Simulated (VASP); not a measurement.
Ir (fcc) is relaxed at rising pressure, each step from the one before. Symmetry mostly holds the structure type, and other phases were not tried. The mesh follows the cell, and a change of mesh leaves a small step in the series.

Ir is taken in the cubic space group Fm-3m (No. 225), the fcc (Cu type) structure, Pearson symbol cF4. Lattice parameters: a = b = c = 3.8197 Å, α = β = γ = 90.00°. Ir on 4a is coordinated by 12 Ir at 2.701 Å (cuboctahedral). (Neighbours: up to the widest gap in distance over summed covalent radii, below 1.35, at either atom.)
(The calculation used a cell of 1 atom; values per cell refer to that cell.)

Computed with LDA (Ceperley-Alder, Perdew-Zunger), VASP's LDA PAW potentials (set 64) (plane waves; VASP). Settings: 500 eV cut-off, 16×16×16 Γ-centred mesh, first-order Methfessel-Paxton smearing of 0.10 eV, potentials Ir.

Unless said otherwise, spin-orbit coupling is left out, though it shifts the bands of the heavy elements here.

```csv
P (GPa),V (Å³/atom),H − H(0) (eV/atom),space group,gap on the mesh (eV),k-mesh
0,13.93,0.000,Fm-3m,0.00,16×16×16
5,(withheld),(withheld),Fm-3m,0.00,16×16×16
10,13.62,0.860,Fm-3m,0.00,16×16×16
20,(withheld),(withheld),Fm-3m,0.00,17×17×17
30,13.07,2.512,Fm-3m,0.00,17×17×17
45,12.74,3.720,Fm-3m,0.00,17×17×17
```

Task: Some entries are withheld; supply them.

Result: 
- 20, V (Å³/atom): 13.32
- 20, H − H(0) (eV/atom): 1.688
- 5, V (Å³/atom): 13.77
- 5, H − H(0) (eV/atom): 0.432

Pressures at which the relaxation failed are left out.

The compound is Ir in the fcc structure.
